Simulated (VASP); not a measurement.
Output of a VASP run:

OSZICAR:
```
...
DAV:   1    -0.343399087571E+02    0.99824E-02   -0.95861E+00   784   0.245E+01    0.478E-01
DAV:   2    -0.343686759143E+02   -0.28767E-01   -0.22864E-01   936   0.381E+00    0.549E-01
DAV:   3    -0.343590140068E+02    0.96619E-02   -0.91154E-02  1196   0.147E+00    0.326E-01
DAV:   4    -0.343562031513E+02    0.28109E-02   -0.11958E-02  1040   0.603E-01    0.133E-01
DAV:   5    -0.343561560054E+02    0.47146E-04   -0.88156E-04  1080   0.228E-01    0.431E-02
DAV:   6    -0.343561703638E+02   -0.14358E-04   -0.16017E-04  1140   0.685E-02    0.217E-02
DAV:   7    -0.343561709945E+02   -0.63074E-06   -0.13902E-05   568   0.336E-02
   6 F= -.34356171E+02 E0= -.34354767E+02  d E =-.922700E-02
       N       E                     dE             d eps       ncg     rms          rms(c)
DAV:   1    -0.342875278311E+02    0.68643E-01   -0.38295E+01   784   0.489E+01    0.989E-01
DAV:   2    -0.343936591284E+02   -0.10613E+00   -0.89959E-01   920   0.776E+00    0.977E-01
DAV:   3    -0.343704113016E+02    0.23248E-01   -0.33435E-01  1156   0.274E+00    0.678E-01
DAV:   4    -0.343564504024E+02    0.13961E-01   -0.55189E-02  1020   0.134E+00    0.260E-01
DAV:   5    -0.343563518906E+02    0.98512E-04   -0.43923E-03  1108   0.473E-01    0.947E-02
DAV:   6    -0.343563730164E+02   -0.21126E-04   -0.80589E-04  1188   0.156E-01    0.469E-02
DAV:   7    -0.343563711534E+02    0.18630E-05   -0.68755E-05   932   0.688E-02
   7 F= -.34356371E+02 E0= -.34355457E+02  d E =-.942716E-02
       N       E                     dE             d eps       ncg     rms          rms(c)
DAV:   1    -0.343437302591E+02    0.12643E-01   -0.87561E+00   784   0.235E+01    0.466E-01
DAV:   2    -0.343691183659E+02   -0.25388E-01   -0.20712E-01   936   0.354E+00    0.494E-01
DAV:   3    -0.343608298066E+02    0.82886E-02   -0.76377E-02  1228   0.158E+00    0.314E-01
DAV:   4    -0.343584679851E+02    0.23618E-02   -0.11431E-02  1024   0.585E-01    0.129E-01
DAV:   5    -0.343584331845E+02    0.34801E-04   -0.69761E-04   984   0.214E-01    0.392E-02
DAV:   6    -0.343584317981E+02    0.13864E-05   -0.17055E-04  1212   0.625E-02    0.174E-02
DAV:   7    -0.343584321409E+02   -0.34272E-06   -0.98988E-06   568   0.261E-02
   8 F= -.34358432E+02 E0= -.34357301E+02  d E =-.114881E-01
       N       E                     dE             d eps       ncg     rms          rms(c)
DAV:   1    -0.343575118394E+02    0.91996E-03   -0.93231E-01   784   0.732E+00    0.161E-01
DAV:   2    -0.343612464679E+02   -0.37346E-02   -0.29561E-02  1064   0.118E+00    0.229E-01
DAV:   3    -0.343588083634E+02    0.24381E-02   -0.13592E-02  1092   0.573E-01    0.850E-02
DAV:   4    -0.343586969465E+02    0.11142E-03   -0.10389E-03  1016   0.193E-01    0.327E-02
DAV:   5    -0.343586978317E+02   -0.88517E-06   -0.88837E-05   832   0.441E-02
   9 F= -.34358698E+02 E0= -.34357656E+02  d E =-.265691E-03
       N       E                     dE             d eps       ncg     rms          rms(c)
DAV:   1    -0.343586597936E+02    0.37153E-04   -0.10963E-01   784   0.251E+00    0.557E-02
DAV:   2    -0.343591491866E+02   -0.48939E-03   -0.38066E-03  1076   0.413E-01    0.837E-02
DAV:   3    -0.343588075074E+02    0.34168E-03   -0.17699E-03  1016   0.216E-01    0.283E-02
DAV:   4    -0.343587992066E+02    0.83008E-05   -0.12235E-04   852   0.651E-02    0.113E-02
DAV:   5    -0.343587991299E+02    0.76746E-07   -0.10283E-05   580   0.158E-02
  10 F= -.34358799E+02 E0= -.34357725E+02  d E =-.366989E-03
```

File OUTCAR:
```
------------------------ aborting loop because EDIFF is reached ----------------------------------------
  FORCE on cell =-STRESS in cart. coord.  units (eV):
  Direction    XX          YY          ZZ          XY          YZ          ZX
  --------------------------------------------------------------------------------------
  Total       -0.9431022     -0.9431021     -0.1564300     -0.0000000     -0.0000000      0.0000000
  in kB       -6.8400638     -6.8400635     -1.1345446     -0.0000000     -0.0000000      0.0000000
  external PRESSURE =      -4.9382240 kB  Pullay stress =       0.0000000 kB
  volume of cell :      220.91
      direct lattice vectors                 reciprocal lattice vectors
     3.181392325  0.000000000  0.000000000     0.314327784  0.181477234  0.000000000
    -1.590696162  2.755166519  0.000000000     0.000000000  0.362954469  0.000000000
     0.000000000  0.000000000 25.202527228     0.000000000  0.000000000  0.039678560
 POSITION                                       TOTAL-FORCE (eV/Angst)
 -----------------------------------------------------------------------------------
      1.59070      0.91839     11.28027         0.000000      0.000000      0.000430
     -0.00000      1.83678      8.87374         0.000000     -0.000000     -0.001909
      1.59070      0.91839     16.32879        -0.000000      0.000000      0.001909
     -0.00000      1.83678     13.92225         0.000000     -0.000000     -0.000430
 -----------------------------------------------------------------------------------
    total drift:                                0.000000      0.000000      0.000000
  FREE ENERGIE OF THE ION-ELECTRON SYSTEM (eV)
  ---------------------------------------------------
  free  energy   TOTEN  =       -34.3587991299 eV

  energy  without entropy=      -34.3555781414  energy(sigma->0) =      -34.35772547

 reached required accuracy - stopping structural energy minimisation
```
(Selected blocks of OUTCAR.)

File POSCAR:
```
Zr(001) slab
1
    3.1813923249     0.0000000000     0.0000000000
   -1.5906961624     2.7551665193     0.0000000000
    0.0000000000     0.0000000000    25.2025272283
Zr
4
Direct
  0.6666670000   0.3333330000   0.4491110000
  0.3333330000   0.6666670000   0.3473320000
  0.6666670000   0.3333330000   0.6526680000
  0.3333330000   0.6666670000   0.5508890000
```

Task: Write an INCAR and KPOINTS that could have produced this output.

Result: One answer among several that fit: the input of the run itself, PBEsol GGA, plane waves, VASP's PBE PAW potentials (set 64).

**INCAR**
```
# general
SYSTEM =Zr(001) slab
PREC   =Normal
ENCUT  =400
LREAL  =.False.
LASPH  =.True.

# electronic loop
EDIFF  =1E-5
NELM   =100
NELMIN =4
ALGO   =Normal
LMAXMIX=4

# smearing
ISMEAR =1
SIGMA  =0.1

# functional
GGA    =PS

# ions
IBRION =2
NSW    =50
ISIF   =2
EDIFFG =-0.03

# output
LWAVE  =.True.
LCHARG =.False.

# other
LDIPOL =.True.
IDIPOL =3
DIPOL  =0.5 0.5 0.5
```

**KPOINTS**
```
Automatic mesh
0
Gamma
10 10 1
0 0 0
```

POTCAR, in this order: Zr_sv (PBE.64 set). Program: vasp_std.

The cell is a thin slab with vacuum, built from Zr (hcp): (001) face.
